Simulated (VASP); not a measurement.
## ZrAl3B3N: relaxation of cell and atoms with PBE

The system is ZrAl3B3N.

```
CELL_PARAMETERS angstrom
3.15908 0.00000 0.00000
0.00000 3.15908 0.00000
0.00000 0.00000 9.08993
ATOMIC_POSITIONS crystal
Zr 0.00000 0.00000 0.50000
Al 0.50000 0.50000 0.75442
Al 0.00000 0.00000 0.00000
Al 0.50000 0.50000 0.24558
B 0.00000 0.00000 0.74999
B 0.50000 0.50000 0.00000
B 0.00000 0.00000 0.25001
N 0.50000 0.50000 0.50000
```

The cell was built by a generator and needn't be a form met in nature.

```yaml
Program: VASP 6.6.1
Task: relaxation of cell and atoms
Functional: PBE
Potentials_or_basis: VASP PAW PBE potentials, release 64 (Zr_sv, Al, B, N)
Cutoff: 520 eV
k_mesh: 4 × 4 × 2
Occupations: gaussian, width 0.15 eV
Spin: no spin polarisation
Further_INCAR_settings: PREC = Normal; ALGO = Fast; EDIFF = 0.0001; IBRION = 2; EDIFFG = -0.08; NSW = 24; ISIF = 3
```

```yaml
Relaxed_volume: 11.89 Å³/atom
Relaxed_cell: a = 3.173 Å, b = 3.173 Å, c = 9.446 Å, α = 90.00°, β = 90.00°, γ = 90.00°
Space_group_after_relaxing_to_0.05_Å: P4/mmm (No. 123)
Energy_gained_by_relaxing: 32.5 meV/atom
Ionic_steps: 4
Pressure_after_relaxing: 0.4 GPa
Largest_force_after_relaxing: 0.022 eV/Å
Band_gap_on_the_k_mesh: none (metal or under the smearing width)
```

Forces on the atoms (eV/Å):
```
Zr   0.000  0.000  0.000
Al   0.000  0.000 -0.022
Al   0.000  0.000  0.000
Al   0.000  0.000  0.022
B    0.000  0.000 -0.007
B    0.000  0.000  0.000
B    0.000  0.000  0.007
N    0.000  0.000  0.000
```

Stress tensor (GPa, compression positive):
```
 0.75  0.00  0.00
 0.00  0.75  0.00
 0.00  0.00 -0.37
```

The path:
| step | energy change (eV) | largest force (eV/Å) | pressure (GPa) | volume (Å³) |
| --- | --- | --- | --- | --- |
| 1 | 0.0000 | 1.3368 | 7.93 | 90.72 |
| 2 | -0.2135 | 0.0943 | -4.62 | 98.26 |
| 3 | -0.2378 | 0.2999 | -1.96 | 96.34 |
| 4 | -0.2598 | 0.0222 | 0.38 | 95.11 |

Final structure:
```
Zr Al B N
1.0
     3.17318    0.00000    0.00000
     0.00000    3.17318    0.00000
     0.00000    0.00000    9.44585
Zr Al B N
1 3 3 1
Direct
  0.00000 0.00000 0.50000
  0.50000 0.50000 0.75054
  0.00000 0.00000 0.00000
  0.50000 0.50000 0.24946
  0.00000 0.00000 0.75748
  0.50000 0.50000 0.00000
  0.00000 0.00000 0.24252
  0.50000 0.50000 0.50000
```

Levels at points of the mesh, in eV from the Fermi level:
| k point | band 16 | band 17 | band 18 | band 19 | band 20 | band 21 |
| --- | --- | --- | --- | --- | --- | --- |
| (0.00, 0.00, 0.00) | -0.17 | -0.06 | -0.06 | 2.11 | 2.11 | 2.55 |
| (0.50, 0.00, 0.00) | -0.10 | 0.34 | 1.07 | 1.84 | 1.90 | 3.45 |
| (0.50, 0.50, 0.00) | -2.28 | -1.64 | -1.60 | -1.60 | 0.34 | 0.34 |
| (0.00, 0.00, 0.50) | 0.56 | 0.80 | 0.80 | 1.21 | 1.21 | 1.59 |
| (0.50, 0.00, 0.50) | -0.73 | 1.03 | 1.04 | 1.89 | 1.93 | 3.14 |
| (0.50, 0.50, 0.50) | -2.47 | -2.47 | -2.08 | -1.18 | -0.99 | 1.13 |

It took 18 s on 2 MPI ranks on Intel(R) Xeon(R) Platinum 8488C (Sapphire Rapids), with other jobs on the host, peak memory 0.15 GiB a rank.

Caveat: the k mesh is coarse (spacing up to 0.50 Å⁻¹), so the values aren't converged; the relaxation stopped at a loose force limit of 0.08 eV/Å, so its end isn't a converged minimum.
